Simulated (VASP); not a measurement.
An input for Quantum ESPRESSO's pw.x (written as the equivalent of a VASP run, and not itself run):

```
&CONTROL
  calculation = 'vc-relax'
  pseudo_dir = './pseudo'
  outdir = './out'
  tprnfor = .true.
  tstress = .true.
  nstep = 60
  forc_conv_thr = 0.00039
/
&SYSTEM
  ibrav = 0
  nat = 2
  ntyp = 2
  ecutwfc = 84
  occupations = 'smearing'
  smearing = 'gaussian'
  degauss = 0.003675
  input_dft = 'pbesol'
/
&ELECTRONS
  conv_thr = 7.3e-08
  electron_maxstep = 100
/
&IONS
/
&CELL
/
ATOMIC_SPECIES
  Sr 87.620 Sr.upf
  O 15.999 O.upf
CELL_PARAMETERS angstrom
     0.0000000    3.0137680    3.0137680
     3.0137680    0.0000000    3.0137680
     3.0137680    3.0137680    0.0000000
ATOMIC_POSITIONS crystal
  Sr   0.0000000  0.0000000  0.0000000
  O    0.2500000  0.2500000  0.2500000
K_POINTS automatic
  7 7 7 0 0 0
```

Task: Translate this input to VASP (INCAR, KPOINTS, POSCAR, choice of POTCAR).

Result: Several could match; the one computed here: 
INCAR:
```
NELM = 100   ! most electronic steps
SIGMA = 0.05   ! width (eV)
SYSTEM = SrO
ISMEAR = 0   ! Gaussian
ISIF = 3   ! ions, shape and volume
LWAVE = .False.
EDIFF = 1E-6   ! SCF stop (eV)
PREC = Accurate
ENCUT = 520   ! plane-wave cut-off (eV)
IBRION = 2   ! conjugate gradients
LASPH = .True.   ! aspherical one-centre terms
LREAL = .False.   ! projection in real space or not
ALGO = Normal
LMAXMIX = 4   ! l cut-off of mixed one-centre charges
GGA = PS   ! PBEsol
EDIFFG = -0.01
NSW = 60   ! most ionic steps
LCHARG = .False.
```

File POSCAR:
```
SrO
1
    0.0000000000     3.0137680000     3.0137680000
    3.0137680000     0.0000000000     3.0137680000
    3.0137680000     3.0137680000     0.0000000000
Sr O
1 1
Direct
  0.0000000000   0.0000000000   0.0000000000
  0.2500000000   0.2500000000   0.2500000000
```

**KPOINTS**
```
Regular mesh
0
G
 7 7 7
```

POTCAR, in this order: Sr_sv O (PBE.64 set). Program: vasp_std.

Limits of the translation: the potentials are each code's own (VASP's PAW set, PseudoDojo norm-conserving files in pw.x), so ENCUT and ecutwfc are chosen apart and not converted; conv_thr bounds pw.x's estimated SCF error, while EDIFF bounds the energy change between steps; forc_conv_thr acts on force components and is met together with etot_conv_thr.

The structure was generated: SrO was put into the zinc blende type (F-43m), which need not be its known phase. This run relaxes it. Symmetry was kept, so distortions that lower it aren't found.
